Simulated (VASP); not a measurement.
Energy against volume of AuAl2 (fluorite). Calculation: LDA (Ceperley-Alder, Perdew-Zunger), VASP's LDA PAW potentials (set 64) (plane waves; VASP). Settings: 520 eV cut-off, 9×9×9 Γ-centred mesh, first-order Methfessel-Paxton smearing of 0.10 eV, potentials Al Au.

```
V (Å³/atom)  E (eV/atom)
-----------  -----------
17.097          -4.75463
17.626          -4.76133
18.155          -4.75593
18.683          -4.74035
```

**Question.** Fit these four points and predict the energy of the run at 16.568 Å³/atom.

**Answer.** A cubic in V^(−2/3), the third-order Birch-Murnaghan form, passes through the four points with V0 = 17.64 Å³/atom and B0 = 121 GPa, and gives -4.7336 eV/atom there. The run gave -4.7335 eV/atom, +0.1 meV/atom from the fit; all five points give B0 = 121 GPa.

The compound is AuAl2 in the fluorite structure. It was relaxed first.
